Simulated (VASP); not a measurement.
# BN (P6_3/mmc) in VASP: notebook, part 2 of 2

VASP 6.6.1. The steps go on from the part before.

### Step 3. Relaxation of cell and atoms, r2SCAN

This run uses another cell than the first one, of 9.17 Å³/atom, 1.023 times its volume.

Contents of INCAR:

```
SYSTEM = BN
PREC = Accurate
ENCUT = 520
EDIFF = 1E-7
ISMEAR = 0
SIGMA = 0.02
LREAL = .False.
LASPH = .True.
NELM = 60
ALGO = Normal
ISIF = 3
LWAVE = .False.
LCHARG = .False.
METAGGA = R2SCAN
LMIXTAU = .True.
IBRION = 2
NSW = 80
EDIFFG = -0.002
```

Contents of KPOINTS:

```
regular mesh
0
Gamma
  15 15 6
  0 0 0
```

Contents of POSCAR:

```
BN                                      
1.0
    2.5024372548     -0.0000000000     -0.0000000000
   -1.2512186274      2.1671742293     -0.0000000000
   -0.0000000000     -0.0000000000      6.7647190668
  B               N             
     2     2
Direct
     0.3333333300000021    0.6666666699999979    0.2500000000000000
     0.6666666699999979    0.3333333300000021    0.7500000000000000
     0.3333333300000021    0.6666666699999979    0.7500000000000000
     0.6666666699999979    0.3333333300000021    0.2500000000000000
```

Potentials or basis: VASP PAW PBE potentials, release 64 (B, N).

Launch:

```bash
cat potpaw_PBE.64/B/POTCAR potpaw_PBE.64/N/POTCAR > POTCAR
mpirun -np 1 vasp_std > vasp.out
```

Run time: 9.3 min. Hardware: 1 thread of Intel Xeon 6975P-C (Granite Rapids), shared host; peak memory 0.18 GiB.

Results (log left out):

```yaml
Free_energy: -38.5956 eV
Relaxed_volume: 9.21 Å³/atom
Relaxed_cell: a = 2.503 Å, b = 2.503 Å, c = 6.790 Å, α = 90.00°, β = 90.00°, γ = 120.00°
Space_group_after_relaxing_to_0.05_Å: P6_3/mmc (No. 194)
Energy_gained_by_relaxing: 0.0 meV/atom
Ionic_steps: 9
Pressure_after_relaxing: 0.0 GPa
Band_gap_on_the_k_mesh: 4.95 eV, indirect (least direct gap 5.36 eV)
```

Final structure:
```
CELL_PARAMETERS angstrom
2.50251 0.00000 0.00000
-1.25126 2.16724 0.00000
0.00000 0.00000 6.78980
ATOMIC_POSITIONS crystal
B 0.33333 0.66667 0.25000
B 0.66667 0.33333 0.75000
N 0.33333 0.66667 0.75000
N 0.66667 0.33333 0.25000
```

Levels at points of the mesh, in eV from the valence-band top:
| k point | band 5 | band 6 | band 7 | band 8 | band 9 | band 10 | band 11 | band 12 |
| --- | --- | --- | --- | --- | --- | --- | --- | --- |
| (0.00, 0.00, 0.00) | -1.36 | -1.36 | -1.33 | -1.33 | 5.47 | 10.77 | 12.31 | 12.31 |
| (0.00, 0.00, 0.50) | -1.35 | -1.35 | -1.35 | -1.35 | 7.84 | 7.84 | 12.36 | 12.36 |

Caveat: the PAW data sets were made with another functional, which shifts forces and pressure a little; an odd mesh through Γ misses points on the zone boundary, where band edges often lie.

### Step 4. Relaxation of shape and atoms at fixed volume, r2SCAN

This run uses another cell than the first one, of 9.21 Å³/atom, 1.027 times its volume.

INCAR, as its differences from that of step 3:

```diff
@@ -10,3 +10,3 @@
 ALGO = Normal
-ISIF = 3
+ISIF = 4
 LWAVE = .False.
```

KPOINTS is that of step 3.

POSCAR, as its differences from that of step 3:

```diff
@@ -2,5 +2,5 @@
 1.0
-    2.5024372548     -0.0000000000     -0.0000000000
-   -1.2512186274      2.1671742293     -0.0000000000
-   -0.0000000000     -0.0000000000      6.7647190668
+    2.5025138739      0.0000000000     -0.0000000000
+   -1.2512569369      2.1672405833     -0.0000000000
+    0.0000000000     -0.0000000000      6.7897983065
   B               N
```

Launch:

```bash
cat potpaw_PBE.64/B/POTCAR potpaw_PBE.64/N/POTCAR > POTCAR
mpirun -np 1 vasp_std > vasp.out
```

Wall time 1.9 min (1 thread of Intel Xeon 6975P-C (Granite Rapids), shared host); peak memory 0.18 GiB.

It converged, with:

```
Free energy             : -38.5958 eV
Pressure after relaxing : 0.0 GPa
Band gap on the k mesh  : 4.95 eV, indirect (least direct gap 5.36 eV)
```

Final structure:
```
B N
1.0
     2.50251    0.00000    0.00000
    -1.25126    2.16724    0.00000
     0.00000    0.00000    6.78980
B N
2 2
Direct
  0.33333 0.66667 0.25000
  0.66667 0.33333 0.75000
  0.33333 0.66667 0.75000
  0.66667 0.33333 0.25000
```

Levels at points of the mesh, in eV from the valence-band top:
```tsv
k point	band 6	band 7	band 8	band 9	band 10	band 11
(0.00, 0.00, 0.00)	-1.36	-1.33	-1.33	5.47	10.77	12.31
(0.00, 0.00, 0.50)	-1.35	-1.35	-1.35	7.84	7.84	12.36
```

Caveat: the relaxation stopped at its first step, so nothing moved; the PAW data sets were made with another functional, which shifts forces and pressure a little; an odd mesh through Γ misses points on the zone boundary, where band edges often lie. r2SCAN opens gaps a little over a GGA but as a rule still falls short of measured ones.

### Step 5. Relaxation of shape and atoms at fixed volume, r2SCAN (a relaxed cell with its volume scaled by 0.97)

INCAR is that of step 4.

KPOINTS is that of step 4.

POSCAR, as its differences from that of step 4:

```diff
@@ -2,5 +2,5 @@
 1.0
-    2.5025138739      0.0000000000     -0.0000000000
-   -1.2512569369      2.1672405833     -0.0000000000
-    0.0000000000     -0.0000000000      6.7897983065
+    2.4772342276      0.0000000000     -0.0000000000
+   -1.2386171138      2.1453477675     -0.0000000000
+    0.0000000000     -0.0000000000      6.7212097959
   B               N
```

Launch:

```bash
cat potpaw_PBE.64/B/POTCAR potpaw_PBE.64/N/POTCAR > POTCAR
mpirun -np 1 vasp_std > vasp.out
```

Run time: 3.4 min. Hardware: 1 thread of Intel Xeon 6975P-C (Granite Rapids), shared host; peak memory 0.17 GiB.

Results (log left out):

| Quantity | Value |
| --- | --- |
| Free energy | -38.5910 eV |
| Energy gained by relaxing | 5.8 meV/atom |
| Ionic steps | 3 |
| Pressure after relaxing | 0.9 GPa |
| Band gap on the k mesh | 4.89 eV, indirect (least direct gap 5.30 eV) |

The path:
```csv
step,energy change (eV),largest force (eV/Å),pressure (GPa),volume (Å³)
1,0.0000,0.0000,7.86,35.72
2,-0.0232,0.0000,0.32,35.72
3,-0.0234,0.0000,0.94,35.72
```

Final structure:
```
B N
1.0
     2.50048    0.00000    0.00000
    -1.25024    2.16548    0.00000
     0.00000    0.00000    6.59680
B N
2 2
Direct
  0.33333 0.66667 0.25000
  0.66667 0.33333 0.75000
  0.33333 0.66667 0.75000
  0.66667 0.33333 0.25000
```

Levels at points of the mesh, in eV from the valence-band top:
```
           k point  band 5  band 6  band 7  band 8  band 9  band 10  band 11  band 12
(0.00, 0.00, 0.00)   -1.38   -1.38   -1.34   -1.34    5.65    11.16    12.29    12.29
(0.00, 0.00, 0.50)   -1.36   -1.36   -1.36   -1.36    8.19     8.19    12.36    12.36
```

Caveat: the PAW data sets were made with another functional, which shifts forces and pressure a little; an odd mesh through Γ misses points on the zone boundary, where band edges often lie.

### Step 6. Relaxation of shape and atoms at fixed volume, r2SCAN (a relaxed cell with its volume scaled by 1.03)

INCAR is that of step 5.

KPOINTS is that of step 5.

POSCAR, as its differences from that of step 5:

```diff
@@ -2,5 +2,5 @@
 1.0
-    2.4772342276      0.0000000000     -0.0000000000
-   -1.2386171138      2.1453477675     -0.0000000000
-    0.0000000000     -0.0000000000      6.7212097959
+    2.5272928504      0.0000000000     -0.0000000000
+   -1.2636464252      2.1886998065     -0.0000000000
+    0.0000000000     -0.0000000000      6.8570284046
   B               N
```

Potentials or basis: VASP PAW PBE potentials, release 64 (B, N).

Launch:

```bash
cat potpaw_PBE.64/B/POTCAR potpaw_PBE.64/N/POTCAR > POTCAR
mpirun -np 1 vasp_std > vasp.out
```

OUTCAR:

```text
SYSTEM = BN
   PREC = Accurate
   ENCUT = 520
   EDIFF = 1E-7
   ISMEAR = 0
   LREAL = .False.
   LASPH = .True.
   NELM = 60
   ISIF = 4
   METAGGA = R2SCAN
   IBRION = 2
   NSW = 80
   EDIFFG = -0.002

 ion  position               nearest neighbor table
   1  0.333  0.667  0.250-   4 1.46   4 1.46   4 1.46
   2  0.667  0.333  0.750-   3 1.46   3 1.46   3 1.46
   3  0.333  0.667  0.750-   2 1.46   2 1.46   2 1.46
   4  0.667  0.333  0.250-   1 1.46   1 1.46   1 1.46

  LATTYP: Found a hexagonal cell.
 ALAT       =     2.5272928504
 C/A-ratio  =     2.7131910746

  Lattice vectors:

 A1 = (   2.5272928504,   0.0000000000,   0.0000000000)
 A2 = (  -1.2636464252,   2.1886998065,   0.0000000000)
[... 280 lines left out ...]
  band No.  band energies     occupation
      1     -17.1362      2.00000
      2     -16.9410      2.00000
      3      -4.5567      2.00000
      4      -2.8511      2.00000
      5       0.2606      2.00000
      6       0.2606      2.00000
      7       0.2837      2.00000
      8       0.2837      2.00000
      9       6.9141      0.00000
     10      11.9907      0.00000
     11      13.9316      0.00000
     12      13.9316      0.00000
[... 331 lines left out ...]
 k-point    24 :       0.4000    0.2000    0.0000
  band No.  band energies     occupation
      1     -13.5398      2.00000
      2     -13.5030      2.00000
      3      -7.1590      2.00000
      4      -7.1002      2.00000
      5      -4.5467      2.00000
      6      -4.4972      2.00000
      7       0.9077      2.00000
      8       1.4689      2.00000
      9       6.8985      0.00000
     10       7.5420      0.00000
     11      14.0257      0.00000
     12      14.3127      0.00000

 [... further k-points ...]

------------------------ aborting loop because EDIFF is reached ----------------------------------------

  FORCE on cell =-STRESS in cart. coord.  units (eV):
  Direction    XX          YY          ZZ          XY          YZ          ZX
  --------------------------------------------------------------------------------------
  -------------------------------------------------------------------------------------
  Total       -0.1474137     -0.1474137     -0.1473846      0.0000000     -0.0000000      0.0000000
  in kB       -6.2268841     -6.2268841     -6.2256528      0.0000000     -0.0000000      0.0000000
  external PRESSURE =      -6.2264737 kB  Pullay stress =       0.0000000 kB
[... 19 lines left out ...]
  FREE ENERGIE OF THE ION-ELECTRON SYSTEM (eV)
  ---------------------------------------------------
  free  energy   TOTEN  =       -38.5953394806 eV

  energy  without entropy=      -38.5953394806  energy(sigma->0) =      -38.59533948

 reached required accuracy - stopping structural energy minimisation
```

It took 4.5 min on 1 thread of Intel Xeon 6975P-C (Granite Rapids), shared host; peak memory 0.19 GiB.

What came out:

```yaml
Free_energy: -38.5953 eV
Energy_gained_by_relaxing: 5.5 meV/atom
Ionic_steps: 3
Pressure_after_relaxing: -0.6 GPa
Band_gap_on_the_k_mesh: 4.99 eV, indirect (least direct gap 5.37 eV)
```

The path:
| step | energy change (eV) | largest force (eV/Å) | pressure (GPa) | volume (Å³) |
| --- | --- | --- | --- | --- |
| 1 | 0.0000 | 0.0000 | -6.81 | 37.93 |
| 2 | -0.0219 | 0.0000 | -0.52 | 37.93 |
| 3 | -0.0219 | 0.0000 | -0.62 | 37.93 |

Final structure:
```xyz
4
Lattice="2.5040 0.0000 0.0000 -1.2520 2.1685 0.0000 0.0000 0.0000 6.9851" Properties=species:S:1:pos:R:3 pbc="T T T"
B     0.0000    1.4457    1.7463
B     1.2520    0.7228    5.2388
N     0.0000    1.4457    5.2388
N     1.2520    0.7228    1.7463
```

Levels at points of the mesh, in eV from the valence-band top:
| k point | band 4 | band 5 | band 6 | band 7 | band 8 | band 9 | band 10 | band 11 | band 12 |
| --- | --- | --- | --- | --- | --- | --- | --- | --- | --- |
| (0.00, 0.00, 0.00) | -4.47 | -1.35 | -1.35 | -1.33 | -1.33 | 5.30 | 10.38 | 12.32 | 12.32 |
| (0.00, 0.00, 0.50) | -5.41 | -1.34 | -1.34 | -1.34 | -1.34 | 7.51 | 7.51 | 12.36 | 12.36 |

Caveat: the PAW data sets were made with another functional, which shifts forces and pressure a little; an odd mesh through Γ misses points on the zone boundary, where band edges often lie.

### Step 7. The runs side by side

| task | cell | gap on the mesh (eV) | pressure (GPa) |
| --- | --- | --- | --- |
| relaxation of cell and atoms | relaxed | 4.95 | 0.0 |
| relaxation of shape and atoms at fixed volume | relaxed at fixed volume | 4.95 | 0.0 |
| relaxation of shape and atoms at fixed volume | relaxed at fixed volume from: a relaxed cell with its volume scaled by 0.97 | 4.89 | 0.9 |
| relaxation of shape and atoms at fixed volume | relaxed at fixed volume from: a relaxed cell with its volume scaled by 1.03 | 4.99 | -0.6 |

Alike in all rows: level r2SCAN; potentials or basis VASP PAW PBE potentials, release 64 (B, N); no spin polarisation; k mesh 15 × 15 × 6; cutoff (eV) 520; smearing gaussian 0.02 eV.

Caveats: the PAW data sets were made with another functional, which shifts forces and pressure a little; an odd mesh through Γ misses points on the zone boundary, where band edges often lie; the relaxation stopped at its first step, so nothing moved (some runs).

Total energies depend on the potentials used, so only differences within one code and one set of settings carry meaning.
